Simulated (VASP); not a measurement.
Output of a VASP run:

File OSZICAR:
```
...
RMM:   5    -0.490371683254E+03   -0.99169E-05   -0.66068E-05   516   0.175E-02
  49 F= -.49037168E+03 E0= -.49037168E+03  d E =-.132022E-02  mag=     1.0000
       N       E                     dE             d eps       ncg     rms          rms(c)
DAV:   1    -0.490371721994E+03   -0.48657E-04   -0.16486E-02   728   0.323E-01    0.327E-02
RMM:   2    -0.490371732924E+03   -0.10930E-04   -0.24457E-04   652   0.354E-02    0.158E-02
RMM:   3    -0.490371731132E+03    0.17921E-05   -0.46505E-05   479   0.141E-02    0.830E-03
RMM:   4    -0.490371731405E+03   -0.27262E-06   -0.92436E-06   391   0.648E-03
  50 F= -.49037173E+03 E0= -.49037173E+03  d E =-.136837E-02  mag=     1.0000
       N       E                     dE             d eps       ncg     rms          rms(c)
DAV:   1    -0.490372249169E+03   -0.51804E-03   -0.54871E-01   655   0.185E+00    0.202E-01
RMM:   2    -0.490372756112E+03   -0.50694E-03   -0.89738E-03   652   0.215E-01    0.105E-01
RMM:   3    -0.490372707337E+03    0.48775E-04   -0.18709E-03   661   0.887E-02    0.571E-02
RMM:   4    -0.490372732546E+03   -0.25209E-04   -0.45382E-04   668   0.445E-02    0.287E-02
RMM:   5    -0.490372742876E+03   -0.10329E-04   -0.67976E-05   524   0.176E-02    0.151E-02
RMM:   6    -0.490372743789E+03   -0.91316E-06   -0.15034E-05   407   0.755E-03
  51 F= -.49037274E+03 E0= -.49037274E+03  d E =-.101238E-02  mag=     1.0000
       N       E                     dE             d eps       ncg     rms          rms(c)
DAV:   1    -0.490372788666E+03   -0.45790E-04   -0.23885E-02   664   0.386E-01    0.424E-02
RMM:   2    -0.490372810406E+03   -0.21741E-04   -0.38590E-04   652   0.446E-02    0.220E-02
RMM:   3    -0.490372807884E+03    0.25222E-05   -0.77710E-05   528   0.182E-02    0.121E-02
RMM:   4    -0.490372808621E+03   -0.73649E-06   -0.17547E-05   415   0.902E-03
  52 F= -.49037281E+03 E0= -.49037281E+03  d E =-.107722E-02  mag=     1.0000
       N       E                     dE             d eps       ncg     rms          rms(c)
DAV:   1    -0.490373403932E+03   -0.59605E-03   -0.91095E-02   655   0.768E-01    0.747E-02
RMM:   2    -0.490373470775E+03   -0.66843E-04   -0.12853E-03   652   0.851E-02    0.364E-02
RMM:   3    -0.490373471450E+03   -0.67474E-06   -0.26681E-04   661   0.346E-02    0.212E-02
RMM:   4    -0.490373476302E+03   -0.48523E-05   -0.59128E-05   526   0.166E-02
  53 F= -.49037348E+03 E0= -.49037348E+03  d E =-.667681E-03  mag=     1.0000
       N       E                     dE             d eps       ncg     rms          rms(c)
DAV:   1    -0.490373626322E+03   -0.15487E-03   -0.72399E-02   658   0.684E-01    0.677E-02
RMM:   2    -0.490373683845E+03   -0.57523E-04   -0.10401E-03   652   0.768E-02    0.348E-02
RMM:   3    -0.490373686001E+03   -0.21559E-05   -0.21873E-04   659   0.313E-02    0.211E-02
RMM:   4    -0.490373690533E+03   -0.45324E-05   -0.49393E-05   494   0.149E-02
  54 F= -.49037369E+03 E0= -.49037369E+03  d E =-.881913E-03  mag=     1.0000
       N       E                     dE             d eps       ncg     rms          rms(c)
DAV:   1    -0.490373951502E+03   -0.26550E-03   -0.34993E-02   696   0.476E-01    0.499E-02
RMM:   2    -0.490373984200E+03   -0.32698E-04   -0.63328E-04   652   0.607E-02    0.256E-02
RMM:   3    -0.490373985952E+03   -0.17516E-05   -0.13533E-04   659   0.247E-02    0.156E-02
RMM:   4    -0.490373987839E+03   -0.18872E-05   -0.25491E-05   428   0.113E-02
  55 F= -.49037399E+03 E0= -.49037399E+03  d E =-.297306E-03  mag=     1.0000
```

**OUTCAR**
```
------------------------ aborting loop because EDIFF is reached ----------------------------------------
  FORCE on cell =-STRESS in cart. coord.  units (eV):
  Direction    XX          YY          ZZ          XY          YZ          ZX
  --------------------------------------------------------------------------------------
  Total       -1.7637173     -1.5638364      2.7583179      1.6074273      3.1032441      2.8932067
  in kB       -4.2060596     -3.7293898      6.5779530      3.8333440      7.4005227      6.8996317
  external PRESSURE =      -0.4524988 kB  Pullay stress =       0.0000000 kB
  volume of cell :      671.84
      direct lattice vectors                 reciprocal lattice vectors
     8.758331436  0.000000000  0.000000000     0.114176999  0.000000000  0.000000000
     0.000000000  8.758331436  0.000000000     0.000000000  0.114176999  0.000000000
     0.000000000  0.000000000  8.758331436     0.000000000  0.000000000  0.114176999
  FREE ENERGIE OF THE ION-ELECTRON SYSTEM (eV)
  ---------------------------------------------------
  free  energy   TOTEN  =      -490.3739878390 eV

  energy  without entropy=     -490.3739878384  energy(sigma->0) =     -490.37398784

 total charge

# of ion       s       p       d       tot
------------------------------------------
    1        0.696   0.967   0.000   1.664
    2        0.699   0.978   0.000   1.676
    3        0.696   0.965   0.000   1.661
    4        0.696   0.965   0.000   1.661
    5        0.697   0.956   0.000   1.653
    6        0.698   0.958   0.000   1.655
    7        0.696   0.964   0.000   1.660
    8        0.698   0.976   0.000   1.674
    9        0.697   0.955   0.000   1.652
   10        0.696   0.970   0.000   1.666
   11        0.695   0.956   0.000   1.651
   12        0.695   0.959   0.000   1.655
   13        0.696   0.958   0.000   1.654
   14        0.696   0.968   0.000   1.664
   15        0.699   0.978   0.000   1.677
   16        0.698   0.975   0.000   1.673
   17        0.697   0.955   0.000   1.652
   18        0.696   0.970   0.000   1.666
   19        0.696   0.965   0.000   1.661
   20        0.716   1.025   0.000   1.741
   21        0.709   0.962   0.000   1.671
   22        0.697   0.962   0.000   1.659
   23        0.695   0.957   0.000   1.652
   24        0.711   0.976   0.000   1.687
   25        0.696   0.956   0.000   1.651
   26        0.696   0.965   0.000   1.661
   27        0.695   0.956   0.000   1.652
   28        0.695   0.959   0.000   1.654
   29        0.695   0.957   0.000   1.652
   30        0.711   0.977   0.000   1.688
   31        0.696   0.955   0.000   1.651
   32        0.696   0.958   0.000   1.654
   33        0.831   1.717   0.000   2.548
   34        0.839   1.745   0.000   2.584
   35        0.831   1.716   0.000   2.548
   36        0.830   1.715   0.000   2.546
   37        0.829   1.715   0.000   2.544
   38        0.831   1.717   0.000   2.549
   39        0.831   1.718   0.000   2.549
   40        0.836   1.723   0.000   2.559
   41        0.837   1.718   0.000   2.555
   42        0.831   1.719   0.000   2.549
   43        0.830   1.700   0.000   2.530
   44        0.831   1.723   0.000   2.553
   45        0.831   1.716   0.000   2.547
   46        0.831   1.717   0.000   2.548
   47        0.839   1.745   0.000   2.585
   48        0.836   1.722   0.000   2.557
...
```
(Selected blocks of OUTCAR.)

File POSCAR:
```
C33Si32
1
    8.7583314356     0.0000000000     0.0000000000
    0.0000000000     8.7583314356    -0.0000000000
   -0.0000000000    -0.0000000000     8.7583314356
Si C
32 33
Direct
  0.5000000000   0.0000000000   0.0000000000
  0.7500000000   0.2500000000   0.0000000000
  0.7500000000   0.0000000000   0.2500000000
  0.0000000000   0.0000000000   0.0000000000
  0.2500000000   0.2500000000   0.0000000000
  0.5000000000   0.5000000000   0.0000000000
  0.7500000000   0.7500000000   0.0000000000
  0.2500000000   0.0000000000   0.2500000000
  0.5023210000   0.2556390000   0.2515680000
  0.7500000000   0.5000000000   0.2500000000
  0.5000000000   0.0000000000   0.5000000000
  0.7500000000   0.2500000000   0.5000000000
  0.7500000000   0.0000000000   0.7500000000
  0.0000000000   0.5000000000   0.0000000000
  0.2500000000   0.7500000000   0.0000000000
  0.0000000000   0.2500000000   0.2500000000
  0.2495340000   0.5005020000   0.2508780000
  0.5000000000   0.7500000000   0.2500000000
  0.0000000000   0.0000000000   0.5000000000
  0.2445250000   0.2455440000   0.4970800000
  0.4976020000   0.5004570000   0.4955750000
  0.7500000000   0.7500000000   0.5000000000
  0.2500000000   0.0000000000   0.7500000000
  0.5000000000   0.2500000000   0.7500000000
  0.7500000000   0.5000000000   0.7500000000
  0.0000000000   0.7500000000   0.2500000000
  0.0000000000   0.5000000000   0.5000000000
  0.2500000000   0.7500000000   0.5000000000
  0.0000000000   0.2500000000   0.7500000000
  0.2500000000   0.5000000000   0.7500000000
  0.5000000000   0.7500000000   0.7500000000
  0.0000000000   0.7500000000   0.7500000000
  0.6250000000   0.1250000000   0.1250000000
  0.8750000000   0.3750000000   0.1250000000
  0.8750000000   0.1250000000   0.3750000000
  0.1250000000   0.1250000000   0.1250000000
  0.3781330000   0.3755590000   0.1210810000
  0.6250000000   0.6250000000   0.1250000000
  0.8750000000   0.8750000000   0.1250000000
  0.3789040000   0.1262100000   0.3744880000
  0.6194760000   0.3708670000   0.3766670000
  0.8750000000   0.6250000000   0.3750000000
  0.6250000000   0.1250000000   0.6250000000
  0.8750000000   0.3750000000   0.6250000000
  0.8750000000   0.1250000000   0.8750000000
  0.1250000000   0.6250000000   0.1250000000
  0.3750000000   0.8750000000   0.1250000000
  0.1257710000   0.3751230000   0.3750770000
  0.3696710000   0.6215410000   0.3722810000
  0.6250000000   0.8750000000   0.3750000000
  0.1250000000   0.1250000000   0.6250000000
  0.3790660000   0.3693880000   0.6206950000
  0.6250000000   0.6250000000   0.6250000000
  0.8750000000   0.8750000000   0.6250000000
  0.3750000000   0.1250000000   0.8750000000
  0.6250000000   0.3750000000   0.8750000000
  0.8750000000   0.6250000000   0.8750000000
  0.1250000000   0.8750000000   0.3750000000
  0.1250000000   0.6250000000   0.6250000000
  0.3750000000   0.8750000000   0.6250000000
  0.1250000000   0.3750000000   0.8750000000
  0.3750000000   0.6250000000   0.8750000000
  0.6250000000   0.8750000000   0.8750000000
  0.1250000000   0.8750000000   0.8750000000
  0.3725030000   0.3729320000   0.3780540000
```

### Question
Write an INCAR and KPOINTS that could have produced this output.

### Answer
Several could match; the one computed here: the input of the run itself, PBE GGA, plane waves, VASP's PBE PAW potentials (set 64).

**INCAR**
```
# general
SYSTEM  = C33Si32
PREC    = Normal
ENCUT   = 400
LREAL   = Auto
LASPH   = .True.
ISYM    = 0
NELECT  = 259.0

# electronic loop
EDIFF   = 1E-5
NELM    = 100
NELMIN  = 4
ALGO    = Fast

# smearing
ISMEAR  = 0
SIGMA   = 0.05

# functional
GGA     = PE

# spin
ISPIN   = 2
MAGMOM  = 65*0.0154
NUPDOWN = 1

# ions
IBRION  = 2
NSW     = 60
ISIF    = 2
EDIFFG  = -0.03

# output
LWAVE   = .True.
LCHARG  = .False.
LORBIT  = 10
```

### KPOINTS
```
Automatic mesh
0
Gamma
1 1 1
0 0 0
```

POTCAR, in this order: Si C (PBE.64 set). Program: vasp_gam.

At this cut-off the stress carries a Pulay error, which pulls relaxed volumes low. The cell is charged, with a uniform compensating background. The supercell is sampled at Γ alone, which is coarse: total energies, pressure and levels can be off, energies of defects by several tenths of an eV.

The cell is a supercell with a defect, built from SiC (zinc blende): C_i, charge +1.
